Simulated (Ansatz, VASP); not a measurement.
# ZnIn2Ga2O7: VASP beside Ansatz, part 2 of 2

One calculation is typed for both programs; each brings its own data sets. How far apart do they land? Of the first pair: The structure shown is frame 27 of Ansatz's trajectory.

VASP 6.6.1 and Ansatz 0.2.0.

So far. Step 3 (VASP: single point, PBE, pair 1): The run ends at a pressure of 9.13 GPa, with forces up to 3.4 eV/Å.

### 6. VASP: single point, PBE, pair 2

Level of this step: PBE; plane waves and PAW (Ga_d, In_d, O, Zn) (VASP).

The same cell, functional, mesh and smearing now go to VASP, with its own data sets.

File INCAR:

```
SYSTEM = ZnIn2Ga2O7
PREC = Accurate
ENCUT = 520
EDIFF = 1E-06
NELM = 120
ISMEAR = -1
SIGMA = 0.025
LREAL = Auto
ALGO = Normal
GGA = PE
NBANDS = 560
LORBIT = 11
LWAVE = .FALSE.
LCHARG = .FALSE.
ISIF = 2
LASPH = .TRUE.
GGA_COMPAT = .FALSE.
EFERMI = MIDGAP
NCORE = 2
```

File POSCAR:

```
ZnIn2Ga2O7
1.0
   10.8828600000      0.0000000000      0.0000000000
    0.0000000000     10.8828600000      0.0000000000
    0.0000000000      0.0000000000     10.8828600000
Ga In O Zn
18 18 63 9
Direct
    0.1389524445      0.1346704818      0.8639824458
    0.0552795864      0.7743093268      0.4189799373
    0.0824139978      0.9662257899      0.6054382763
    0.4259174518      0.1996625887      0.3075753984
    0.4509568257      0.4788447155      0.5599814755
    0.2603451666      0.7696046811      0.6022497763
    0.1980729330      0.5114923834      0.4350878354
    0.3400944237      0.2338080247      0.5816853290
    0.4649513088      0.4559647005      0.2745234249
    0.7311497162      0.6232277177      0.7637790066
    0.3834929421      0.6954054357      0.3890337650
    0.6027551581      0.6911602281      0.5568113529
    0.9024741658      0.0778839386      0.4374125919
    0.9744772973      0.8428207291      0.8202255657
    0.4658242411      0.9552268429      0.5777341618
    0.6107677577      0.9850903163      0.3677525944
    0.6196716672      0.1752021068      0.5597241901
    0.7804657967      0.8610052872      0.5201757626
    0.4659069399      0.6726908184      0.8383366137
    0.7012494877      0.5648607076      0.3178116782
    0.0605539353      0.8845285155      0.0960041754
    0.4528129554      0.8982749020      0.1186636601
    0.6627485790      0.8932486497      0.8093920164
    0.2003976896      0.3817654550      0.1302782541
    0.7318113070      0.0191861331      0.0565660130
    0.2503386058      0.9710315119      0.3795233973
    0.9360590874      0.4054632698      0.8702675583
    0.7944419022      0.3826567649      0.5245496129
    0.9615578993      0.1936623277      0.1224494297
    0.8339351972      0.1145654727      0.7297805908
[... 72 atom lines left out ...]
    0.4485218040      0.2266499799      0.0460724479
    0.7274466455      0.2454226187      0.2520201491
    0.2491900107      0.8801546652      0.8626500754
    0.2276883099      0.0612155261      0.0959122878
    0.0276030382      0.5719819974      0.2206680964
    0.6650641467      0.6456115396      0.0665266299
```

File KPOINTS:

```
Automatic mesh
0
Gamma
1 1 1
0 0 0
```

PAW data sets: Ga_d, In_d, O and Zn (PBE family, release 64).

Run with:

```
$ mpirun -np 8 vasp_gam
```

Numbers of over 12 decimals in the logs are rounded to 6 here.

What it wrote:

```text
[... set-up lines as in an earlier step ...]
 entering main loop
       N       E                     dE             d eps       ncg     rms          rms(c)
DAV:   1     0.253263415202E+05    0.25326E+05   -0.36696E+05  1120   0.318E+03
DAV:   2     0.645258271426E+04   -0.18874E+05   -0.17901E+05  1120   0.964E+02
DAV:   3     0.493276068357E+03   -0.59593E+04   -0.56243E+04  1328   0.401E+02
DAV:   4    -0.559905064409E+03   -0.10532E+04   -0.10167E+04  1272   0.175E+02
[...]
DAV:  20    -0.569148806273E+03    0.46834E-05   -0.46005E-05  1480   0.430E-02    0.231E-02
DAV:  21    -0.569148805000E+03    0.12735E-05   -0.29603E-05  1840   0.182E-02    0.147E-02
DAV:  22    -0.569148805413E+03   -0.41307E-06   -0.87786E-06  1120   0.195E-02
   1 F= -.56914881E+03 E0= -.56914880E+03  d E =-.104480E-04
```

OUTCAR, selected parts (step 6):

```text
  Total       79.6242301     63.3903003     42.9632238     13.3518987      4.7316427     -6.7511849
  in kB       98.9752715     78.7960169     53.4045570     16.5968048      5.8815717     -8.3919224
  external PRESSURE =      77.0586151 kB  Pullay stress =       0.0000000 kB

 POSITION                                       TOTAL-FORCE (eV/Angst)
 -----------------------------------------------------------------------------------
      1.51220      1.46560      9.40260        -1.146135      0.400238      0.045455
      0.60160      8.42670      4.55970        -0.427507     -0.760162     -1.479233
      0.89690     10.51530      6.58890        -0.318061      0.706681     -1.010092
      4.63520      2.17290      3.34730         0.427606     -0.217449      0.783336
      4.90770      5.21120      6.09420         0.577237     -0.596208     -0.525267
[...]
8.98890     10.39470      9.50670         1.204421     -0.297274      0.079907
      8.25250      2.24850      0.88430         0.595714     -0.003081      0.147235
      3.02120      0.42930      9.97040         0.615935      0.081604      0.097951
      8.06520      4.90990      9.24690        -0.011475      1.520145     -0.206117
      2.40250      2.35460      7.83570         0.146347     -0.363089      0.205625
      0.79030     10.66970      8.41850         0.654559     -0.127248      0.948140
      4.35630      0.94220      1.87420         1.357626      1.061800     -0.840118
      5.36720      9.94270      8.12510        -2.064604     -0.707542     -0.359944
[...]
-----------------------------------------------------------------------------------
    total drift:                                0.130446     -0.030463      0.035722

  FREE ENERGIE OF THE ION-ELECTRON SYSTEM (eV)
  ---------------------------------------------------
  free  energy   TOTEN  =      -569.1488054129 eV

  energy  without entropy=     -569.1487949648  energy(sigma->0) =     -569.14880019

[... 2 parts as in an earlier step ...]

[... 1 further part left out ...]
[key lines of the parts left out:]
E-fermi :   4.8307
```

The run ends at a pressure of 7.71 GPa, with forces up to 3.6 eV/Å.

### 7. Differences

Forces on 10 of the 108 atoms, those with the largest forces and the largest differences (eV/Å; atoms numbered as in POSCAR):

| atom | Ansatz x, y, z | VASP x, y, z |
| --- | --- | --- |
| In21 | -0.786, 0.036, 2.679 | -0.782, 0.019, 2.699 |
| In30 | 3.249, -1.321, -0.460 | 3.275, -1.341, -0.447 |
| In31 | -0.890, -2.695, -0.664 | -0.896, -2.740, -0.664 |
| In33 | -2.101, -0.567, 2.197 | -2.109, -0.538, 2.228 |
| O43 | 0.959, 2.471, -1.371 | 0.974, 2.468, -1.407 |
| O87 | -0.228, 3.027, 0.449 | -0.259, 3.061, 0.477 |
| O90 | 0.207, 0.735, 0.766 | 0.205, 0.801, 0.677 |
| O96 | 0.386, 0.723, 1.119 | 0.516, 0.717, 1.165 |
| O97 | -0.261, -0.652, -2.769 | -0.233, -0.708, -2.775 |
| Zn108 | -0.456, -0.173, -1.038 | -0.525, -0.145, -1.118 |

The forces differ by 28 meV/Å r.m.s., which is 3.1 % of the r.m.s. force of 0.907 eV/Å (both taken over all components).

### 8. Ansatz: dynamics, PBE

One frame of this run of dynamics is then solved in both programs, so the motion causes no difference.

The structure compared here is frame 82 of Ansatz's trajectory.

File input.yaml:

```yaml
crystal:
  lattice:
    - [10.88286, 0.0, 0.0]
    - [0.0, 10.88286, 0.0]
    - [0.0, 0.0, 10.88286]
  atoms:
    - { symbol: Ga, position: [0.13108, 0.13135, 0.86164] }
    - { symbol: Ga, position: [0.05982, 0.77508, 0.40518] }
    - { symbol: Ga, position: [0.09755, 0.9766, 0.60206] }
    - { symbol: Ga, position: [0.42246, 0.18357, 0.32038] }
    - { symbol: Ga, position: [0.46772, 0.46117, 0.56345] }
    - { symbol: Ga, position: [0.26273, 0.74977, 0.59675] }
    - { symbol: Ga, position: [0.2072, 0.50792, 0.43034] }
    - { symbol: Ga, position: [0.32019, 0.24024, 0.57501] }
    - { symbol: Ga, position: [0.45682, 0.45722, 0.28002] }
    - { symbol: Ga, position: [0.73199, 0.60577, 0.75876] }
    - { symbol: Ga, position: [0.4052, 0.706, 0.38957] }
    - { symbol: Ga, position: [0.59827, 0.69729, 0.55718] }
    - { symbol: Ga, position: [0.91449, 0.08257, 0.44849] }
    - { symbol: Ga, position: [0.96931, 0.8381, 0.80268] }
    - { symbol: Ga, position: [0.44968, 0.9576, 0.58068] }
    - { symbol: Ga, position: [0.6032, 0.96878, 0.34678] }
    - { symbol: Ga, position: [0.6224, 0.16825, 0.55571] }
    - { symbol: Ga, position: [0.78142, 0.8781, 0.52988] }
    - { symbol: In, position: [0.44805, 0.69078, 0.83629] }
    - { symbol: In, position: [0.6867, 0.59045, 0.31985] }
    - { symbol: In, position: [0.05796, 0.88739, 0.09629] }
    - { symbol: In, position: [0.4603, 0.90817, 0.1097] }
    - { symbol: In, position: [0.65752, 0.8792, 0.81141] }
    - { symbol: In, position: [0.18605, 0.37657, 0.13394] }
    - { symbol: In, position: [0.7353, 0.00931, 0.0493] }
    - { symbol: In, position: [0.24886, 0.96087, 0.36539] }
    - { symbol: In, position: [0.94132, 0.41482, 0.86518] }
    - { symbol: In, position: [0.79477, 0.3864, 0.52273] }
    - { symbol: In, position: [0.97283, 0.19653, 0.12497] }
    - { symbol: In, position: [0.84752, 0.10997, 0.72988] }
[... 72 atom lines left out ...]
    - { symbol: Zn, position: [0.41841, 0.24349, 0.05558] }
    - { symbol: Zn, position: [0.74389, 0.24121, 0.26834] }
    - { symbol: Zn, position: [0.2405, 0.87339, 0.88646] }
    - { symbol: Zn, position: [0.23884, 0.08839, 0.09583] }
    - { symbol: Zn, position: [0.02445, 0.57719, 0.20238] }
    - { symbol: Zn, position: [0.66133, 0.62292, 0.05414] }
kpoints:
  mp_grid: { grid: [1, 1, 1] }
hamiltonian:
  xc: pbe
scf:
  occupations: { method: fermi_dirac, width: 0.025 }
output:
  forces: true
md:
  timestep: 1.0
  n_steps: 82
  ensemble: nve
  temperature: 900
  initial_velocities: maxwell_boltzmann
  seed: 3189
```

Run with:

```
$ ansatz run input.yaml --threads 4 --pin off --max-ram 8192MiB --backend cpu --events-out ev --progress --plain --runs-dir out
```

What it wrote:

```text
[...]
Crystal: 108 atoms, lattice volume = 1288.929 Å³
Basis set: ecut = 420 eV, 25269 PW (Γ), exchange–correlation on 150×150×150 points (8 copies of the dense FFT grid, shifted against one another)
Bands: 585, of which v1, the nominal top of the filled ones, is band 477 counted from 1 (476 counted from 0)
Symmetry: 1 space group operations
k-points: 1
[...]
atom   8  Ga    -0.99536293    -1.66282375    -1.45995289
[...]
atom 105  Zn     0.41258633     0.16285291     0.52071771
  atom 106  Zn     0.14135735     1.26972728     0.13129008
  atom 107  Zn    -0.04629721    -0.38194390    -0.94296283
  atom 108  Zn    -0.34239377    -1.22956654     0.24992299
  max |Σ_I F_I| component: 2.61e-5 eV/Å
--- MD trajectory: 82 steps, t = 0.0 → 82.0 fs ---
[...]
conserved energy: peak-to-peak 4.866e-3 eV (4.506e-5 eV/atom) over 82.0 fs
[key lines of the parts left out:]
SCF converged after 9 iterations
Free energy (F): -234466.664482 eV
Fermi energy:    8.938242 eV
```

### 9. VASP: single point, PBE, pair 3

The same cell, functional, mesh and smearing now go to VASP, with its own data sets.

INCAR is that of step 6.

File POSCAR:

```
ZnIn2Ga2O7
1.0
   10.8828600000      0.0000000000      0.0000000000
    0.0000000000     10.8828600000      0.0000000000
    0.0000000000      0.0000000000     10.8828600000
Ga In O Zn
18 18 63 9
Direct
    0.1364622902      0.1323549141      0.8613268938
    0.0532580590      0.7614542501      0.4092398506
    0.0777552959      0.9705536964      0.6041886048
    0.4314858410      0.2057547373      0.3102860829
    0.4471618674      0.4847898438      0.5528326194
    0.2662535400      0.7627039216      0.5930518265
    0.1974572860      0.5084049597      0.4439366123
    0.3294078946      0.2402861013      0.5861510669
    0.4511773560      0.4647583448      0.2764530647
    0.7420751530      0.6115028586      0.7600575584
    0.3823902908      0.6843421674      0.3928287233
    0.6036556567      0.6838275968      0.5476777244
    0.9037422148      0.0799238435      0.4380098614
    0.9704066762      0.8413597161      0.8267220198
    0.4576829988      0.9441360084      0.5764109802
    0.6245508993      0.9891425600      0.3641873552
    0.6181003891      0.1689996931      0.5659541701
    0.7739142101      0.8637067830      0.5171526602
    0.4701521475      0.6640441943      0.8417456441
    0.7134062186      0.5588145028      0.3181884174
    0.0584313315      0.8781239490      0.1052848240
    0.4549263705      0.9026763185      0.1237909888
    0.6595784564      0.9097700421      0.8106049329
    0.2037515874      0.3845864047      0.1206300550
    0.7312048487      0.0274376405      0.0620241370
    0.2547951550      0.9780701029      0.3796887950
    0.9377590082      0.4038001040      0.8700378393
    0.8036490408      0.3869019725      0.5252755250
    0.9552452205      0.1999841953      0.1174415549
    0.8434455649      0.1121028847      0.7305340692
[... 72 atom lines left out ...]
    0.4601088317      0.2135559954      0.0419099391
    0.7304881254      0.2579193337      0.2499802442
    0.2551259503      0.8856127893      0.8514581645
    0.2358754960      0.0609122970      0.0935783425
    0.0214925121      0.5713387841      0.2237095763
    0.6649446928      0.6468887774      0.0751089328
```

KPOINTS is that of step 6.

Run with:

```
$ mpirun -np 8 vasp_gam
```

What it wrote:

```text
[... set-up lines as in an earlier step ...]
 entering main loop
       N       E                     dE             d eps       ncg     rms          rms(c)
DAV:   1     0.252711233603E+05    0.25271E+05   -0.36916E+05  1120   0.318E+03
DAV:   2     0.646307722312E+04   -0.18808E+05   -0.17814E+05  1120   0.967E+02
DAV:   3     0.513787452932E+03   -0.59493E+04   -0.56081E+04  1312   0.402E+02
DAV:   4    -0.561603850491E+03   -0.10754E+04   -0.10351E+04  1312   0.176E+02
[...]
DAV:  26    -0.568608476940E+03    0.10976E-04   -0.22367E-05  1488   0.788E-02    0.770E-03
DAV:  27    -0.568608478171E+03   -0.12314E-05   -0.46642E-06   976   0.127E-02    0.104E-02
DAV:  28    -0.568608478990E+03   -0.81891E-06   -0.67354E-07   632   0.609E-03
   1 F= -.56860848E+03 E0= -.56860842E+03  d E =-.116854E-03
```

Parts of OUTCAR (step 9):

```text
  Total       71.6666395     76.2342092     64.4833630     18.2532703      3.4497123     -1.7470872
  in kB       89.0837512     94.7613752     80.1547261     22.6893545      4.2880944     -2.1716810
  external PRESSURE =      87.9999508 kB  Pullay stress =       0.0000000 kB

 POSITION                                       TOTAL-FORCE (eV/Angst)
 -----------------------------------------------------------------------------------
      1.48510      1.44040      9.37370         0.184477      0.511775     -0.234443
      0.57960      8.28680      4.45370         1.044630      0.909529      1.561689
      0.84620     10.56240      6.57530        -0.039769     -1.440979     -0.311788
      4.69580      2.23920      3.37680        -0.441430     -0.486388      0.630455
      4.86640      5.27590      6.01640         0.565789     -1.973327      1.312192
[...]
9.11040     10.39430      9.64800        -0.860102      0.031056     -0.239780
      8.22280      2.30410      0.93010         0.119316      0.045541     -0.453601
      3.14480      0.53250      9.91870        -0.361141     -0.301714      0.340606
      8.08910      5.19190      9.34640        -0.170555     -1.742818      0.086038
      2.33360      2.35380      7.88630         0.156658     -0.417116     -0.453341
      0.85640     10.64190      8.48670        -0.240833      0.393736     -1.327414
      4.53200      1.06530      1.77640        -0.428972     -1.058683      0.329267
      5.06220      9.86710      8.14130         0.962393      0.549655      0.160694
[...]
-----------------------------------------------------------------------------------
    total drift:                                0.034325     -0.016901     -0.002027

  FREE ENERGIE OF THE ION-ELECTRON SYSTEM (eV)
  ---------------------------------------------------
  free  energy   TOTEN  =      -568.6084789903 eV

  energy  without entropy=     -568.6083621365  energy(sigma->0) =     -568.60842056

[... 2 parts as in an earlier step ...]

[... 1 further part left out ...]
[key lines of the parts left out:]
E-fermi :   4.8751
```

The run ends at a pressure of 8.80 GPa, with forces up to 3.3 eV/Å.

### 10. Comparison

Forces on 8 of the 108 atoms, those with the largest forces and the largest differences (eV/Å; atoms numbered as in POSCAR):

| atom | Ansatz x, y, z | VASP x, y, z |
| --- | --- | --- |
| Ga7 | -1.996, -1.840, -1.268 | -2.019, -1.858, -1.268 |
| Ga10 | -1.919, 1.681, 0.193 | -1.940, 1.698, 0.234 |
| Ga18 | 0.176, -0.963, 2.637 | 0.180, -0.991, 2.671 |
| In19 | -1.027, 2.413, 0.332 | -1.020, 2.479, 0.320 |
| In34 | 2.499, 0.557, -1.521 | 2.545, 0.548, -1.525 |
| O87 | 1.058, -2.159, 0.164 | 1.098, -2.268, 0.235 |
| O93 | 0.166, 0.645, -1.543 | 0.176, 0.709, -1.662 |
| Zn101 | -1.829, 0.756, 2.398 | -1.945, 0.794, 2.484 |

The forces differ by 33 meV/Å r.m.s., which is 3.6 % of the r.m.s. force of 0.916 eV/Å (both taken over all components).

### 11. What came out

```yaml
r_m_s_force_difference_single_point_pbe_pair_1: 3.4 % of the r.m.s. force
r_m_s_force_difference_single_point_pbe_pair_2: 3.1 % of the r.m.s. force
r_m_s_force_difference_single_point_pbe_pair_3: 3.6 % of the r.m.s. force
```

**Reading.** The r.m.s. force difference is 3.6 % of the r.m.s. force (single point, PBE, pair 3), beyond the 3 % picked in this series as the mark of a large difference. What causes the difference of the single point, PBE, pair 1 pair stays open here. What causes the difference of the single point, PBE, pair 2 pair stays open here. What causes the difference of the single point, PBE, pair 3 pair stays open here. How closely two codes agree says nothing of how well the functional describes the real material.

[Lines on the potential files, build, host, timing and source positions are cut from VASP's logs without a mark.]

[Logs are printed without paths, hosts, clocks, repeated set-up lines and the standing remarks that a program may print on its own settings, such as how far it seeks lower states.]

[Hosts, paths, dates, database ids (printed as entryN), source tags and the programs' standing remarks are cut or masked in the printed files.]
